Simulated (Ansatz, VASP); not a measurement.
# Cross-check of Ta between VASP and Ansatz, part 2 of 2

Aim: how closely do two programs agree when they are given the same cell, functional and k mesh? The structure shown is the end of the Ansatz relaxation below.

VASP 6.6.1 and Ansatz 0.2.0.

So far. Step 3 (VASP: single point, PBEsol, pair 1): The run ends at a pressure of 0.27 GPa.

### 6. VASP: single point, PBEsol, pair 2 (continued)

Level of this step: PBEsol; plane waves and PAW (Ta_pv) (VASP).

Numbers of over 12 decimals in the logs are rounded to 6 here.

From OUTCAR (step 6):

```text
  Total        1.7652799      1.7652799      0.0498782      0.0000000      0.0000000      0.0000000
  in kB       81.8323799     81.8323799      2.3121827      0.0000000      0.0000000      0.0000000
  external PRESSURE =      55.3256475 kB  Pullay stress =       0.0000000 kB

 POSITION                                       TOTAL-FORCE (eV/Angst)
 -----------------------------------------------------------------------------------
      0.00000      0.00000      0.00000        -0.000000      0.000000      0.000000
      1.59109      1.59109      1.70656         0.000000     -0.000000     -0.000000
 -----------------------------------------------------------------------------------
    total drift:                                0.000000      0.000000     -0.000000

  FREE ENERGIE OF THE ION-ELECTRON SYSTEM (eV)
  ---------------------------------------------------
  free  energy   TOTEN  =       -25.0548969585 eV

  energy  without entropy=      -25.0331208059  energy(sigma->0) =      -25.04400888

[... 1 part as in an earlier step ...]

[... 2 further parts left out ...]
[key lines of the parts left out:]
E-fermi :   5.6752
```

The run ends at a pressure of 5.53 GPa.

### 7. Differences

What differs besides the data sets and the points named for the pairs above, as far as they apply: the data sets hold 26 valence electrons in Ansatz (on its PAW soft_1 files) and 22 in VASP. Total energies have different zeros and are not compared.

Both answers:

```csv
quantity,Ansatz,VASP,difference
pressure (GPa),5.29,5.53,-0.24
```

### 8. Ansatz: relaxation, PBEsol

This run makes the geometry at which the two programs are then compared. The cell compared in this pair holds 34.79 Å³, against 34.56 Å³ for the pair before.

The structure compared here is the end of the Ansatz relaxation.

File input.yaml:

```yaml
crystal:
  lattice:
    - [3.21498212, 0.0, 0.0]
    - [0.0, 3.21498212, 0.0]
    - [0.0, 0.0, 3.319961128]
  atoms:
    - { symbol: Ta, position: [0.0, 0.0, 0.0] }
    - { symbol: Ta, position: [0.5, 0.5, 0.5] }
kpoints:
  mp_grid: { grid: [13, 13, 13] }
scf:
  occupations: { method: fermi_dirac, width: 0.05 }
hamiltonian:
  xc: pbesol
  pseudopotentials: { kind: paw, azcp: { folder: soft_1 }, xc_functional: pbe }
basis:
  ecutwfc: 600
output:
  forces: true
  stress: true
relax:
  f_tol: 0.005
  max_steps: 70
  cell: { stress_tol: 0.02, p_target: 0, fix: [a, b, alpha, beta, gamma] }
```

Started as:

```console
$ ansatz run input.yaml --threads 4 --pin off --max-ram 10240MiB --backend cpu --events-out ev --progress --plain --runs-dir out
```

Output:

```text
[...]
Crystal: 2 atoms, lattice volume = 34.315 Å³
Basis set: ecut = 600 eV, 1173 PW (Γ), exchange–correlation on 54×54×54 points (8 copies of the dense FFT grid, shifted against one another)
Bands: 17, of which v1, the nominal top of the filled ones, is band 13 counted from 1 (12 counted from 0)
Symmetry: 32 space group operations
[...]
k-points: 196 of 2197
[...]
5.379671      -0.000000       0.000000
       -0.000000       5.379671       0.000000
        0.000000       0.000000      -0.019251
  P = ⅓ Tr σ = 3.5800 GPa (35.800 kbar)
--- Relaxed structure (4 steps of the walk, 3 accepted, 1 SCFs on fresh bases) ---
[...]
cell:  # Å, volume = 34.7919 Å³
    - [3.21498212, 0, 0.0]
    - [0, 3.21498212, 0.0]
    - [0.0, 0.0, 3.366052]
  atoms:
    - { symbol: Ta, position: [0.0, 0.0, 0.0] }
    - { symbol: Ta, position: [0.5, 0.5, 0.500000] }
[key lines of the parts left out:]
SCF converged after 8 iterations
Free energy (F): -19614.799281 eV
Fermi energy:    19.072691 eV
```

### 9. VASP: single point, PBEsol, pair 3

The same cell, functional, mesh and smearing now go to VASP, with its own data sets.

File INCAR:

```
SYSTEM = Ta
PREC = Accurate
ENCUT = 500
EDIFF = 1E-06
NELM = 120
ISMEAR = -1
SIGMA = 0.05
LREAL = .FALSE.
ALGO = Normal
GGA = PS
NBANDS = 17
LASPH = .TRUE.
LORBIT = 11
LWAVE = .FALSE.
LCHARG = .FALSE.
ISIF = 2
GGA_COMPAT = .FALSE.
KPAR = 2
```

File POSCAR:

```
Ta
1.0
    3.2149821200      0.0000000000      0.0000000000
    0.0000000000      3.2149821200      0.0000000000
    0.0000000000      0.0000000000      3.3660518395
Ta
2
Direct
    0.0000000000      0.0000000000      0.0000000000
    0.5000000000      0.5000000000      0.5000000000
```

File KPOINTS:

```
Automatic mesh
0
Gamma
13 13 13
0 0 0
```

Potentials, in the order of the species: Ta_pv (PBE family, release 64).

Started as:

```console
$ mpirun -np 2 vasp_std
```

Output:

```text
[... set-up lines as in an earlier step ...]
 entering main loop
       N       E                     dE             d eps       ncg     rms          rms(c)
DAV:   1     0.163392877777E+03    0.16339E+03   -0.12436E+04  6672   0.130E+03
DAV:   2    -0.223825927692E+02   -0.18578E+03   -0.18304E+03  8532   0.365E+02
DAV:   3    -0.260323749212E+02   -0.36498E+01   -0.36027E+01  7746   0.491E+01
DAV:   4    -0.260577409919E+02   -0.25366E-01   -0.25334E-01  8229   0.430E+00
[...]
DAV:   9    -0.250846900286E+02    0.93672E-04   -0.36329E-04  8042   0.181E-01    0.347E-02
DAV:  10    -0.250846844535E+02    0.55750E-05   -0.23996E-05  8203   0.478E-02    0.146E-02
DAV:  11    -0.250846834827E+02    0.97086E-06   -0.19617E-06  5657   0.132E-02
   1 F= -.25084683E+02 E0= -.25072817E+02  d E =-.237339E-01
```

From OUTCAR (step 9):

```text
  Total        1.2183485      1.2183485      0.0423608      0.0000000      0.0000000     -0.0000000
  in kB       56.1053395     56.1053395      1.9507304      0.0000000      0.0000000     -0.0000000
  external PRESSURE =      38.0538031 kB  Pullay stress =       0.0000000 kB

 POSITION                                       TOTAL-FORCE (eV/Angst)
 -----------------------------------------------------------------------------------
      0.00000      0.00000      0.00000        -0.000000     -0.000000     -0.000000
      1.60749      1.60749      1.68303         0.000000      0.000000      0.000000
 -----------------------------------------------------------------------------------
    total drift:                                0.000000      0.000000     -0.000000

  FREE ENERGIE OF THE ION-ELECTRON SYSTEM (eV)
  ---------------------------------------------------
  free  energy   TOTEN  =       -25.0846834827 eV

  energy  without entropy=      -25.0609496292  energy(sigma->0) =      -25.07281656

[... 1 part as in an earlier step ...]

[... 2 further parts left out ...]
[key lines of the parts left out:]
E-fermi :   5.6054
```

The run ends at a pressure of 3.81 GPa.

### 10. Side by side

What differs besides the data sets and the points named for the pairs above, as far as they apply: the data sets hold 26 valence electrons in Ansatz (on its PAW soft_1 files) and 22 in VASP. Total energies have different zeros and are not compared.

Compared:

```csv
quantity,Ansatz,VASP,difference
pressure (GPa),3.58,3.81,-0.23
```

### 11. Summary of results

```yaml
difference_in_pressure_single_point_pbesol_pair_1: -0.19 GPa
difference_in_pressure_single_point_pbesol_pair_2: -0.24 GPa
difference_in_pressure_single_point_pbesol_pair_3: -0.23 GPa
```

What this shows: The difference in pressure is -0.24 GPa (single point, PBEsol, pair 2), within the 1 GPa picked in this series as the mark of a large difference. The data sets hold unlike numbers of valence electrons (26 in Ansatz and 22 in VASP), so part of the differences comes from the potentials. 4 further runs of this series are not shown here. Such differences can come from data sets, numerical settings and the points named under the comparisons, not from the functional's error against experiment.

[Lines on the potential files, build, host, timing and source positions are cut from VASP's logs without a mark.]

[Logs are printed without paths, hosts, clocks, repeated set-up lines and the standing remarks that a program may print on its own settings, such as how far it seeks lower states.]

[Hosts, paths, dates, database ids (printed as entryN), source tags and the programs' standing remarks are cut or masked in the printed files.]
